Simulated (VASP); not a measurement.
VASP runs on TaC (rock salt) share one base input (PBE GGA, plane waves, VASP's PBE PAW potentials (set 64)) and change the settings named in each case.

### INCAR
```
! general
SYSTEM  = TaC
PREC    = Accurate
ENCUT   = 520
LREAL   = F   ! projection in real space or not
LASPH   = T   ! aspherical one-centre terms

! electronic loop
EDIFF   = 1E-6   ! SCF stop (eV)
NELM    = 100   ! most electronic steps
ALGO    = Normal   ! blocked Davidson
LMAXMIX = 6   ! l cut-off of mixed one-centre charges

! smearing
ISMEAR  = 1   ! Methfessel-Paxton
SIGMA   = 0.1

! functional
GGA     = PE   ! PBE

! ions
ISIF    = 2

! output
LWAVE   = F
LCHARG  = F
```

File KPOINTS:
```
kpoints
0
gamma
  12 12 12
0 0 0
```

**POSCAR**
```
TaC
1
    0.0000000000     2.2746000000     2.2746000000
    2.2746000000     0.0000000000     2.2746000000
    2.2746000000     2.2746000000     0.0000000000
Ta C
1 1
Direct
  0.0000000000   0.0000000000   0.0000000000
  0.5000000000   0.5000000000   0.5000000000
```

POTCAR, in this order: Ta_pv C (PBE.64 set). Program: vasp_std.

```json
[
 {"change": "base run", "E(σ→0) (eV/atom)": "-11.0753", "pressure (GPa)": "-13.74", "−TS (eV)": "-0.0010"},
 {"change": "IVDW = 12", "E(σ→0) (eV/atom)": "-11.5060", "pressure (GPa)": "(withheld)", "−TS (eV)": "-0.0010"},
 {"change": "GGA = PS", "E(σ→0) (eV/atom)": "-11.7038", "pressure (GPa)": "-20.92", "−TS (eV)": "-0.0009"},
 {"change": "GGA = AM", "E(σ→0) (eV/atom)": "-11.4825", "pressure (GPa)": "-22.47", "−TS (eV)": "-0.0009"},
 {"change": "AGGAC = 0.0, GGA = BO, LUSE_VDW = .TRUE., PARAM1 = 0.1833333333, PARAM2 = 0.22", "E(σ→0) (eV/atom)": "-9.1113", "pressure (GPa)": "-12.79", "−TS (eV)": "-0.0010"},
 {"change": "IVDW = 13", "E(σ→0) (eV/atom)": "-11.3546", "pressure (GPa)": "(withheld)", "−TS (eV)": "-0.0010"}
]
```

Task: What belongs in the gaps?

Result: 
- IVDW = 12, pressure (GPa): -19.87
- IVDW = 13, pressure (GPa): -17.55

Energies of different potentials or functionals have different zeros. Unless said otherwise, spin-orbit coupling is left out, though it shifts the bands of the heavy elements here.

Left out are runs that ran out of time, are held back, or changed the cell or the kind of run, fixed moments of cells without a moment, rows past the twelfth, gaps on odd meshes, pressures of charged cells and columns that move by less than the noise.

The compound is TaC in the rock salt structure. The cell was not relaxed at this level. The electron count is odd and the run is not spin-polarised, which forces a metal.
